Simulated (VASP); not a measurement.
Level of theory: PBE GGA, VASP's PBE PAW potentials (set 64) (plane waves; VASP).

The input files of a VASP run:

**POSCAR**
```
VC36Si35
1.0
  4.6409808260  -8.0384148411   0.0000000000
  4.6409808260   8.0384148411   0.0000000000
  0.0000000000   0.0000000000  10.1276834096
Si C V
35 36 1
Direct
  0.0000000000   0.0000000000   0.0000000000
  0.9991200000   0.9942510000   0.5045840000
  0.2239710000   0.1172630000   0.7460100000
  0.1116820000   0.2272940000   0.2468620000
  0.0000000000   0.3333330000   0.0000000000
  0.0008540000   0.3393120000   0.4995730000
  0.2173210000   0.4446630000   0.7463360000
  0.1111110000   0.5555560000   0.2501800000
  0.0000000000   0.6666670000   0.0000000000
  0.0000000000   0.6666670000   0.5000000000
  0.2222220000   0.7777780000   0.7501800000
  0.1111110000   0.8888890000   0.2501800000
  0.3333330000   0.0000000000   0.0000000000
  0.3342150000   0.9960450000   0.4988330000
  0.5555560000   0.1111110000   0.7501800000
  0.4426380000   0.2155950000   0.2498500000
  0.3333330000   0.3333330000   0.0000000000
  0.5564400000   0.4404130000   0.7549570000
  0.4455030000   0.5585120000   0.2453810000
  0.3333330000   0.6666670000   0.0000000000
  0.3395520000   0.6692920000   0.4972180000
  0.5555560000   0.7777780000   0.7501800000
  0.4444440000   0.8888890000   0.2501800000
  0.6666670000   0.0000000000   0.0000000000
  0.6666670000   0.0000000000   0.5000000000
  0.8888890000   0.1111110000   0.7501800000
  0.7777780000   0.2222220000   0.2501800000
  0.6666670000   0.3333330000   0.0000000000
  0.6673560000   0.3282370000   0.4960720000
  0.8888890000   0.4444440000   0.7501800000
  0.7777780000   0.5555560000   0.2501800000
  0.6666670000   0.6666670000   0.0000000000
  0.6620530000   0.6634980000   0.5002680000
  0.8888890000   0.7777780000   0.7501800000
  0.7777780000   0.8888890000   0.2501800000
  0.0000000000   0.0000000000   0.8121600000
  0.0000000000   0.0000000000   0.3121600000
  0.2185570000   0.1135390000   0.5656620000
  0.1111110000   0.2222220000   0.0632900000
  0.0000000000   0.3333330000   0.8121600000
  0.0000000000   0.3333330000   0.3121600000
  0.2160780000   0.4405860000   0.5642800000
  0.1111110000   0.5555560000   0.0632900000
  0.0000000000   0.6666670000   0.8121600000
  0.0000000000   0.6666670000   0.3121600000
  0.2222220000   0.7777780000   0.5632900000
  0.1111110000   0.8888890000   0.0632900000
  0.3333330000   0.0000000000   0.8121600000
  0.3333330000   0.0000000000   0.3121600000
  0.5555560000   0.1111110000   0.5632900000
  0.4444440000   0.2222220000   0.0632900000
  0.3282700000   0.3277070000   0.8157270000
  0.3381960000   0.3328560000   0.3101390000
  0.5604970000   0.4439870000   0.5632650000
  0.4444440000   0.5555560000   0.0632900000
  0.3333330000   0.6666670000   0.8121600000
  0.3333330000   0.6666670000   0.3121600000
  0.5555560000   0.7777780000   0.5632900000
  0.4444440000   0.8888890000   0.0632900000
  0.6666670000   0.0000000000   0.8121600000
  0.6666670000   0.0000000000   0.3121600000
  0.8888890000   0.1111110000   0.5632900000
  0.7777780000   0.2222220000   0.0632900000
  0.6666670000   0.3333330000   0.8121600000
  0.6666670000   0.3333330000   0.3121600000
  0.8888890000   0.4444440000   0.5632900000
  0.7777780000   0.5555560000   0.0632900000
  0.6666670000   0.6666670000   0.8121600000
  0.6666670000   0.6666670000   0.3121600000
  0.8888890000   0.7777780000   0.5632900000
  0.7777780000   0.8888890000   0.0632900000
  0.3300310000   0.3332480000   0.4969770000
```

### INCAR
```
SYSTEM = VC36Si35
PREC = Normal; ENCUT = 400; LREAL = Auto
LASPH = .TRUE.; ISYM = 0; NELECT = 296.0
EDIFF = 1E-5; NELM = 100; NELMIN = 4
ALGO = Fast; LMAXMIX = 4
ISMEAR = 0; SIGMA = 0.05
GGA = PE
MAGMOM = 0.0 0.0 0.0 0.0 0.0 0.0 0.0 0.0 0.0 0.0 0.0 0.0 0.0 0.0 0.0 0.0 0.0 0.0 0.0 0.0 0.0 0.0 0.0 0.0 0.0 0.0 0.0 0.0 0.0 0.0 0.0 0.0 0.0 0.0 0.0 0.0 0.0 0.0 0.0 0.0 0.0 0.0 0.0 0.0 0.0 0.0 0.0 0.0 0.0 0.0 0.0 0.0 0.0 0.0 0.0 0.0 0.0 0.0 0.0 0.0 0.0 0.0 0.0 0.0 0.0 0.0 0.0 0.0 0.0 0.0 0.0 3.0
ISPIN = 2
IBRION = 2; NSW = 60; ISIF = 2
EDIFFG = -0.03
LWAVE = .TRUE.; LCHARG = .FALSE.; LORBIT = 10
```

File KPOINTS:
```
Automatic mesh
0
Gamma
1 1 1
0 0 0
```

POTCAR, in this order: Si C V_sv (PBE.64 set). Program: vasp_gam.

The run wrote:

OSZICAR:
```
...
RMM:   8    -0.544662899548E+03   -0.13238E-03   -0.16602E-03   823   0.793E-02    0.414E-02
RMM:   9    -0.544662889880E+03    0.96679E-05   -0.26546E-04   858   0.357E-02    0.257E-02
RMM:  10    -0.544662889173E+03    0.70650E-06   -0.12006E-04   739   0.200E-02    0.122E-02
RMM:  11    -0.544662889462E+03   -0.28900E-06   -0.16930E-05   464   0.983E-03
   2 F= -.54466289E+03 E0= -.54466289E+03  d E =-.546460E+00  mag=     0.0000
       N       E                     dE             d eps       ncg     rms          rms(c)
DAV:   1    -0.544888876630E+03   -0.22599E+00   -0.23561E+01   840   0.145E+01    0.153E+00
RMM:   2    -0.544943393871E+03   -0.54517E-01   -0.96037E-01   748   0.248E+00    0.837E-01
RMM:   3    -0.544942179854E+03    0.12140E-02   -0.15015E-01   748   0.880E-01    0.681E-01
RMM:   4    -0.544942343738E+03   -0.16388E-03   -0.38124E-02   803   0.459E-01    0.481E-01
RMM:   5    -0.544940647893E+03    0.16958E-02   -0.87325E-03   760   0.230E-01    0.160E-01
RMM:   6    -0.544940824300E+03   -0.17641E-03   -0.31587E-03   775   0.118E-01    0.601E-02
RMM:   7    -0.544940842690E+03   -0.18390E-04   -0.57877E-04   873   0.518E-02    0.346E-02
RMM:   8    -0.544940845953E+03   -0.32625E-05   -0.17023E-04   774   0.258E-02    0.170E-02
RMM:   9    -0.544940843790E+03    0.21625E-05   -0.26811E-05   505   0.122E-02
   3 F= -.54494084E+03 E0= -.54494084E+03  d E =-.824415E+00  mag=     0.0000
       N       E                     dE             d eps       ncg     rms          rms(c)
DAV:   1    -0.544985301534E+03   -0.44456E-01   -0.14222E+01   856   0.116E+01    0.115E+00
RMM:   2    -0.545021929765E+03   -0.36628E-01   -0.55560E-01   748   0.188E+00    0.182E+00
RMM:   3    -0.545007962876E+03    0.13967E-01   -0.80724E-02   760   0.701E-01    0.599E-01
RMM:   4    -0.545005518899E+03    0.24440E-02   -0.26416E-02   752   0.320E-01    0.520E-01
RMM:   5    -0.545004826750E+03    0.69215E-03   -0.80776E-03   777   0.209E-01    0.749E-02
RMM:   6    -0.545004988195E+03   -0.16145E-03   -0.19998E-03   830   0.883E-02    0.579E-02
RMM:   7    -0.545004988799E+03   -0.60352E-06   -0.31183E-04   827   0.377E-02    0.256E-02
RMM:   8    -0.545004985658E+03    0.31406E-05   -0.63611E-05   632   0.172E-02
   4 F= -.54500499E+03 E0= -.54500499E+03  d E =-.641419E-01  mag=    -0.0000
       N       E                     dE             d eps       ncg     rms          rms(c)
DAV:   1    -0.545007928164E+03   -0.29394E-02   -0.50775E-01   872   0.220E+00    0.219E-01
RMM:   2    -0.545009171295E+03   -0.12431E-02   -0.19452E-02   748   0.350E-01    0.322E-01
RMM:   3    -0.545008717515E+03    0.45378E-03   -0.27072E-03   762   0.131E-01    0.104E-01
RMM:   4    -0.545008623721E+03    0.93794E-04   -0.10765E-03   754   0.634E-02    0.834E-02
RMM:   5    -0.545008612279E+03    0.11442E-04   -0.26197E-04   772   0.372E-02    0.142E-02
RMM:   6    -0.545008617026E+03   -0.47473E-05   -0.62632E-05   612   0.158E-02
   5 F= -.54500862E+03 E0= -.54500862E+03  d E =-.677732E-01  mag=     0.0000
       N       E                     dE             d eps       ncg     rms          rms(c)
DAV:   1    -0.545016811737E+03   -0.81995E-02   -0.50695E+00   880   0.754E+00    0.602E-01
RMM:   2    -0.545035834426E+03   -0.19023E-01   -0.24279E-01   748   0.117E+00    0.601E-01
RMM:   3    -0.545036467797E+03   -0.63337E-03   -0.28922E-02   756   0.365E-01    0.277E-01
RMM:   4    -0.545036036882E+03    0.43092E-03   -0.55115E-03   774   0.170E-01    0.270E-01
RMM:   5    -0.545035841060E+03    0.19582E-03   -0.19982E-03   762   0.980E-02    0.437E-02
RMM:   6    -0.545035897036E+03   -0.55976E-04   -0.54995E-04   842   0.452E-02    0.323E-02
RMM:   7    -0.545035899325E+03   -0.22890E-05   -0.88544E-05   688   0.189E-02
   6 F= -.54503590E+03 E0= -.54503590E+03  d E =-.272823E-01  mag=    -0.0000
       N       E                     dE             d eps       ncg     rms          rms(c)
DAV:   1    -0.545035870925E+03    0.26112E-04   -0.46874E-01   872   0.229E+00    0.185E-01
RMM:   2    -0.545037625227E+03   -0.17543E-02   -0.22449E-02   748   0.357E-01    0.168E-01
RMM:   3    -0.545037716377E+03   -0.91150E-04   -0.26482E-03   765   0.112E-01    0.877E-02
RMM:   4    -0.545037670769E+03    0.45607E-04   -0.60780E-04   773   0.552E-02    0.783E-02
RMM:   5    -0.545037654597E+03    0.16173E-04   -0.18385E-04   755   0.295E-02    0.139E-02
RMM:   6    -0.545037659717E+03   -0.51207E-05   -0.49528E-05   575   0.134E-02
   7 F= -.54503766E+03 E0= -.54503766E+03  d E =-.290427E-01  mag=    -0.0000
       N       E                     dE             d eps       ncg     rms          rms(c)
DAV:   1    -0.545039543003E+03   -0.18884E-02   -0.21919E+00   853   0.481E+00    0.393E-01
RMM:   2    -0.545047249626E+03   -0.77066E-02   -0.10123E-01   748   0.730E-01    0.300E-01
RMM:   3    -0.545047805465E+03   -0.55584E-03   -0.12434E-02   751   0.233E-01    0.223E-01
RMM:   4    -0.545047447865E+03    0.35760E-03   -0.26139E-03   772   0.115E-01    0.116E-01
RMM:   5    -0.545047455622E+03   -0.77571E-05   -0.74000E-04   786   0.553E-02    0.351E-02
RMM:   6    -0.545047475285E+03   -0.19663E-04   -0.15869E-04   770   0.248E-02    0.168E-02
RMM:   7    -0.545047476606E+03   -0.13215E-05   -0.23258E-05   491   0.102E-02
   8 F= -.54504748E+03 E0= -.54504748E+03  d E =-.981689E-02  mag=    -0.0000
       N       E                     dE             d eps       ncg     rms          rms(c)
DAV:   1    -0.545047471754E+03    0.35302E-05   -0.77372E-02   864   0.902E-01    0.743E-02
RMM:   2    -0.545047749425E+03   -0.27767E-03   -0.36149E-03   748   0.139E-01    0.611E-02
RMM:   3    -0.545047765080E+03   -0.15655E-04   -0.44437E-04   755   0.447E-02    0.397E-02
RMM:   4    -0.545047753356E+03    0.11724E-04   -0.91224E-05   653   0.217E-02    0.232E-02
RMM:   5    -0.545047753647E+03   -0.29088E-06   -0.30109E-05   512   0.115E-02
   9 F= -.54504775E+03 E0= -.54504775E+03  d E =-.100939E-01  mag=    -0.0000
       N       E                     dE             d eps       ncg     rms          rms(c)
DAV:   1    -0.545047467071E+03    0.28629E-03   -0.10033E+00   834   0.326E+00    0.270E-01
RMM:   2    -0.545051364427E+03   -0.38974E-02   -0.48395E-02   748   0.510E-01    0.283E-01
RMM:   3    -0.545051414548E+03   -0.50121E-04   -0.57681E-03   758   0.162E-01    0.120E-01
RMM:   4    -0.545051347912E+03    0.66636E-04   -0.12647E-03   780   0.757E-02    0.109E-01
RMM:   5    -0.545051326537E+03    0.21375E-04   -0.38194E-04   765   0.432E-02    0.200E-02
RMM:   6    -0.545051337048E+03   -0.10511E-04   -0.99776E-05   692   0.195E-02    0.127E-02
RMM:   7    -0.545051337089E+03   -0.41124E-07   -0.14669E-05   469   0.810E-03
  10 F= -.54505134E+03 E0= -.54505134E+03  d E =-.358344E-02  mag=    -0.0000
       N       E                     dE             d eps       ncg     rms          rms(c)
DAV:   1    -0.545051338598E+03   -0.15503E-05   -0.36613E-04   864   0.610E-02    0.572E-03
RMM:   2    -0.545051340063E+03   -0.14644E-05   -0.20343E-05   450   0.110E-02    0.670E-03
RMM:   3    -0.545051340074E+03   -0.11118E-07   -0.23947E-06   391   0.378E-03    0.265E-03
RMM:   4    -0.545051340060E+03    0.13650E-07   -0.75325E-07   249   0.217E-03
  11 F= -.54505134E+03 E0= -.54505134E+03  d E =-.358641E-02  mag=    -0.0000
       N       E                     dE             d eps       ncg     rms          rms(c)
DAV:   1    -0.545051423965E+03   -0.83891E-04   -0.28980E-01   856   0.176E+00    0.144E-01
RMM:   2    -0.545052373639E+03   -0.94967E-03   -0.12880E-02   748   0.266E-01    0.722E-02
RMM:   3    -0.545052435492E+03   -0.61853E-04   -0.16339E-03   750   0.825E-02    0.523E-02
RMM:   4    -0.545052448398E+03   -0.12906E-04   -0.27875E-04   799   0.375E-02    0.489E-02
RMM:   5    -0.545052435660E+03    0.12738E-04   -0.68716E-05   628   0.195E-02    0.151E-02
RMM:   6    -0.545052438023E+03   -0.23626E-05   -0.25115E-05   491   0.986E-03
  12 F= -.54505244E+03 E0= -.54505244E+03  d E =-.109796E-02  mag=    -0.0000
```

**OUTCAR**
```
------------------------ aborting loop because EDIFF is reached ----------------------------------------
  FORCE on cell =-STRESS in cart. coord.  units (eV):
  Direction    XX          YY          ZZ          XY          YZ          ZX
  --------------------------------------------------------------------------------------
  Total       -4.5575543     -4.4775324    -25.9791080     -0.0348317     -0.0039693     -0.0066379
  in kB       -9.6632260     -9.4935582    -55.0826107     -0.0738524     -0.0084159     -0.0140740
  external PRESSURE =     -24.7464650 kB  Pullay stress =       0.0000000 kB
  volume of cell :      755.65
      direct lattice vectors                 reciprocal lattice vectors
     4.640980826 -8.038414841  0.000000000     0.107735847 -0.062201318  0.000000000
     4.640980826  8.038414841  0.000000000     0.107735847  0.062201318  0.000000000
     0.000000000  0.000000000 10.127683410     0.000000000  0.000000000  0.098739263
  FREE ENERGIE OF THE ION-ELECTRON SYSTEM (eV)
  ---------------------------------------------------
  free  energy   TOTEN  =      -545.0524380229 eV

  energy  without entropy=     -545.0524380229  energy(sigma->0) =     -545.05243802

 total charge

# of ion       s       p       d       tot
------------------------------------------
    1        0.693   0.965   0.000   1.658
    2        0.697   0.964   0.000   1.662
    3        0.695   0.958   0.000   1.654
    4        0.697   0.952   0.000   1.649
    5        0.693   0.965   0.000   1.658
    6        0.698   0.964   0.000   1.662
    7        0.695   0.958   0.000   1.654
    8        0.695   0.961   0.000   1.656
    9        0.692   0.965   0.000   1.657
   10        0.693   0.963   0.000   1.656
   11        0.695   0.960   0.000   1.655
   12        0.695   0.962   0.000   1.657
   13        0.693   0.965   0.000   1.657
   14        0.697   0.964   0.000   1.662
   15        0.695   0.962   0.000   1.657
   16        0.697   0.952   0.000   1.649
   17        0.694   0.956   0.000   1.650
   18        0.695   0.958   0.000   1.653
   19        0.697   0.952   0.000   1.649
   20        0.693   0.964   0.000   1.657
   21        0.697   0.964   0.000   1.662
   22        0.695   0.962   0.000   1.656
   23        0.695   0.963   0.000   1.659
   24        0.693   0.967   0.000   1.660
   25        0.693   0.966   0.000   1.659
   26        0.695   0.962   0.000   1.657
   27        0.695   0.963   0.000   1.659
   28        0.693   0.964   0.000   1.657
   29        0.697   0.964   0.000   1.662
   30        0.695   0.961   0.000   1.655
   31        0.695   0.961   0.000   1.656
   32        0.693   0.964   0.000   1.657
   33        0.698   0.964   0.000   1.662
   34        0.695   0.961   0.000   1.655
   35        0.695   0.963   0.000   1.659
   36        0.825   1.724   0.000   2.548
   37        0.825   1.727   0.000   2.552
   38        0.858   1.667   0.000   2.525
   39        0.825   1.719   0.000   2.545
   40        0.825   1.723   0.000   2.548
   41        0.825   1.727   0.000   2.551
   42        0.858   1.667   0.000   2.525
   43        0.825   1.723   0.000   2.548
   44        0.823   1.724   0.000   2.548
   45        0.824   1.726   0.000   2.550
   46        0.833   1.703   0.000   2.536
   47        0.825   1.724   0.000   2.548
   48        0.825   1.724   0.000   2.549
   49        0.825   1.727   0.000   2.552
   50        0.827   1.722   0.000   2.548
   51        0.825   1.720   0.000   2.545
   52        0.825   1.713   0.000   2.538
   53        0.846   1.667   0.000   2.512
   54        0.858   1.667   0.000   2.525
   55        0.825   1.720   0.000   2.545
   56        0.825   1.723   0.000   2.548
   57        0.825   1.727   0.000   2.552
   58        0.827   1.721   0.000   2.548
   59        0.825   1.725   0.000   2.550
   60        0.824   1.725   0.000   2.549
   61        0.824   1.724   0.000   2.548
   62        0.827   1.721   0.000   2.548
   63        0.825   1.725   0.000   2.550
   64        0.825   1.723   0.000   2.548
   65        0.825   1.727   0.000   2.552
   66        0.833   1.703   0.000   2.536
   67        0.825   1.723   0.000   2.548
   68        0.825   1.723   0.000   2.548
   69        0.825   1.727   0.000   2.552
   70        0.833   1.703   0.000   2.536
   71        0.825   1.725   0.000   2.550
   72        2.378   6.271   3.164  11.812
--------------------------------------------------
tot         56.544 101.691   3.164 161.399

 magnetization (x)

# of ion       s       p       d       tot
------------------------------------------
    1       -0.000  -0.000   0.000  -0.000
    2       -0.000  -0.000   0.000  -0.000
    3        0.000   0.000   0.000   0.000
    4       -0.000  -0.000   0.000  -0.000
    5        0.000   0.000   0.000   0.000
    6       -0.000  -0.000   0.000  -0.000
    7        0.000   0.000   0.000   0.000
    8       -0.000  -0.000   0.000  -0.000
    9        0.000   0.000   0.000   0.000
...
```
(Selected blocks of OUTCAR.)

File CONTCAR:
```
VC36Si35
   1.00000000000000
     4.6409808259999998   -8.0384148410999998    0.0000000000000000
     4.6409808259999998    8.0384148410999998    0.0000000000000000
     0.0000000000000000    0.0000000000000000   10.1276834095999995
  Si              C               V
    35    36     1
Direct
     0.9998855111242558    0.9997054228701168    0.0008976227940100
     0.9966654695379294    0.9987123285426116    0.4982173545809108
     0.2211939318032396    0.1092427911353107    0.7532921903547757
     0.1086154547767777    0.2208793098246014    0.2503631857210936
     0.9998569711429198    0.3334823395782304    0.0008521225463578
     0.9965711568297777    0.3309260683886963    0.4983277186326476
     0.2212226723372421    0.4451334848218130    0.7532431674190563
     0.1109583984711244    0.5556899260100402    0.2500764302959593
     0.9999059446138219    0.6666150261539291    0.0001958433712432
     0.9998613133025874    0.6664072900130745    0.4995264991024103
     0.2218393603607293    0.7774838891145888    0.7508076859694405
     0.1108755814710351    0.8882778651100555    0.2500848004825725
     0.3330386458419015    0.9996523117856164    0.0008127231646491
     0.3353214552938940    0.9986606669315958    0.4981661202306372
     0.5553128424077208    0.1106917420701955    0.7508998905372052
     0.4456496992810233    0.2209676552501458    0.2503208376019232
     0.3333319166257716    0.3333307197376937    0.0010932539576724
     0.5570205887417939    0.4450105673371703    0.7532065103305059
     0.4456120977205015    0.5577987974751091    0.2504419127559345
     0.3331466014878130    0.6666815357316530    0.0007690428391431
     0.3353272322608180    0.6695549197778716    0.4982039911127601
     0.5554709527996390    0.7777379610153483    0.7508565884247688
     0.4449973247248836    0.8890714238625573    0.2493354484785883
     0.6665935648744126    0.9998141660597835    0.9998438977691083
     0.6665050875598468    0.9996876102001250    0.4996489863060878
     0.8886011138079795    0.1109111166253383    0.7509085581016500
     0.7774769446825560    0.2214843232378467    0.2494588559294601
     0.6668035298256051    0.3332608027379324    0.0007694482417162
     0.6675684335394365    0.3307750983749912    0.4983203550555582
     0.8887706824723336    0.4443787273497053    0.7508711819870643
     0.7782517758596014    0.5554888711464712    0.2501485808040928
     0.6668137010211581    0.6665183127092823    0.0008416968888326
     0.6676784465988910    0.6696665875907748    0.4982268832634477
     0.8887781991237446    0.7776354708299621    0.7508879900214852
     0.7774884752116604    0.8888292155112844    0.2494379317976265
     0.9998153303086880    0.0000528037618290    0.8128317319311473
     0.9995001141373744    0.9993952300869891    0.3119354313868037
     0.2181708214207577    0.1028797027030470    0.5618790350740215
     0.1106978565863434    0.2220141336707224    0.0618358975794906
     0.9998784273820820    0.3330573110525747    0.8127405523974114
     0.9994853881840673    0.3331396060680473    0.3119846150905655
     0.2181291379311703    0.4480965778270223    0.5618431194737281
     0.1110164322339350    0.5555859145709212    0.0613652027176423
     0.9997482270137745    0.6665046872620738    0.8124233304040812
     0.0000954801359609    0.6665630575446503    0.3127026921238221
     0.2222596180454305    0.7775430530857542    0.5615530656899160
     0.1109467036490040    0.8887004348931985    0.0614060459559158
     0.3331778759257550    0.9999105661389855    0.8127613259404304
     0.3333808920236183    0.9995142101632739    0.3118221818235833
     0.5554238578354290    0.1106363616503386    0.5616126077445776
     0.4445615325831861    0.2219913615897103    0.0618621053941038
     0.3330740806530680    0.3330911111510275    0.8115221904943222
     0.3332590255095486    0.3331496501485603    0.3140610563290787
     0.5633248387256086    0.4481226981486504    0.5617868219880698
     0.4445839443669612    0.5557970353061203    0.0619875288336979
     0.3332818830271971    0.6664645696989694    0.8126974763008695
     0.3333706640279209    0.6671077133118091    0.3119029542147686
     0.5554302870636411    0.7775869852042107    0.5615349832715560
     0.4445694510606193    0.8889282845397218    0.0608908599436386
     0.6665131303299398    0.9997806022409254    0.8126829532931050
     0.6666571424652940    0.9997155885540229    0.3122547035386820
     0.8886102249241820    0.1108185876269332    0.5615878374052846
     0.7776510909673187    0.2218618194331674    0.0609875179718370
     0.6662625904356460    0.3329217986650700    0.8126531390096676
     0.6670298649466931    0.3330544173505243    0.3119913153974029
     0.8886236206606736    0.4439979862723250    0.5616781699741906
     0.7777865118613686    0.5553452560803749    0.0614195186617387
     0.6663900169645721    0.6664952395721068    0.8127283507911812
     0.6671369840729769    0.6668264865800747    0.3119684241829243
     0.8886472508241020    0.7776949578594876    0.5616256289970522
     0.7776071605567144    0.8887419227808724    0.0610038504732779
     0.3332274636249315    0.3330489324943751    0.5071844713300255
```

At this cut-off the stress carries a Pulay error, which pulls relaxed volumes low. The cell is charged, with a uniform compensating background. The supercell is sampled at Γ alone, which is coarse: total energies, pressure and levels can be off, energies of defects by several tenths of an eV.

The cell is a supercell with a defect, built from SiC (4h): V_Si, charge +1.
